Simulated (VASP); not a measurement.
The input files of a VASP run:

POSCAR:
```
AgBr
1
    0.0000000000     2.8290287259     2.8290287259
    2.8290287259     0.0000000000     2.8290287259
    2.8290287259     2.8290287259     0.0000000000
Ag Br
1 1
Direct
  0.0000000000   0.0000000000   0.0000000000
  0.5000000000   0.5000000000   0.5000000000
```

**KPOINTS**
```
Automatic mesh
0
Gamma
6 6 6
0 0 0
```

INCAR:
```
# general
SYSTEM    =  AgBr
PREC      =  Accurate
ENCUT     =  520
LREAL     =  .False.
LASPH     =  .True.
ISYM      =  3

# electronic loop
EDIFF     =  1E-6
NELM      =  60
ALGO      =  Normal
LMAXMIX   =  4

# smearing
ISMEAR    =  0
SIGMA     =  0.05

# functional
GGA       =  PE
LHFCALC   =  .True.
AEXX      =  0.25
HFRCUT    =  -1
PRECFOCK  =  Fast

# ions
ISIF      =  2

# output
LWAVE     =  .False.
LCHARG    =  .False.
```

POTCAR, in this order: Ag Br (PBE.64 set). Program: vasp_std. Read from the step before: WAVECAR.

Problem. Translate this PBE0 calculation to Ansatz.

Solution. One equivalent input (not run):
Ansatz 0.2 input:
```yaml
crystal:
  lattice:
    - [0.0000000, 2.8290287, 2.8290287]
    - [2.8290287, 0.0000000, 2.8290287]
    - [2.8290287, 2.8290287, 0.0000000]
  atoms:
    - { symbol: Ag, position: [0.0000000, 0.0000000, 0.0000000] }
    - { symbol: Br, position: [0.5000000, 0.5000000, 0.5000000] }
kpoints:
  mp_grid: { grid: [6, 6, 6] }
hamiltonian:
  xc: pbe0
  pseudopotentials: { kind: paw }
scf:
  occupations: { method: gaussian, width: 0.05 }
  max_iter: 60
output: { forces: true, stress: true, eigenvalues: true }
```
Limits of the translation: each code has its own PAW files, so the cut-off isn't converted (ENCUT is set for VASP's; basis.ecutwfc is left out, and Ansatz then takes the one that its files recommend); Ansatz stops its SCF on the density residual and VASP on the energy change (EDIFF).

The compound is AgBr in the rock salt structure. This cell is one point of a volume scan, at 0.91 of the reference volume.
